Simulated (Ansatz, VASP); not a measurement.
Two plane-wave programs on Al2MoN3

```
CELL_PARAMETERS angstrom
6.03860 0.00000 0.00000
-3.01930 5.22959 0.00000
0.00000 0.00000 3.11244
ATOMIC_POSITIONS crystal
Al 0.33333 0.66667 0.50000
Al 0.66667 0.33333 0.50000
Mo 0.00000 0.00000 0.00000
N 0.50000 0.00000 0.50000
N 0.00000 0.50000 0.50000
N 0.50000 0.50000 0.50000
```

Alike in both runs: functional PBE; k mesh 6 × 6 × 4; occupations gaussian, width 0.1 eV; collinear spin.

Ansatz relaxed the structure, and its values are those at the end. VASP's run is a single point on that final structure, the one shown.

|  | VASP | Ansatz |
| --- | --- | --- |
| version | VASP 6.6.1 | Ansatz 0.2.0 |
| potentials or method | VASP PAW PBE potentials, release 64 (Al, Mo_sv, N) | scalar-relativistic, plane waves, PAW |
| plane-wave cutoff (eV) | 520 | 420 |
| valence electrons in the cell | 35 | 35 |

```csv
,VASP,Ansatz,Ansatz less VASP
gap on the k mesh at the Fermi level (eV),none,none,-
pressure (GPa),0.1,0.1,+0.06
net moment per atom (μB),0.42,0.42,0.000
size of the moment on the site where the two differ most (μB),3.33,3.35,+0.023
```

Site moments also hang on the region over which each program counts them. A gap of «none» marks a metal or a gap that the smearing closes. The functional is the same, so the differences come from potentials, cutoffs and numerics.

Caveats: the k mesh is coarse (spacing up to 0.50 Å⁻¹), so the values aren't converged.
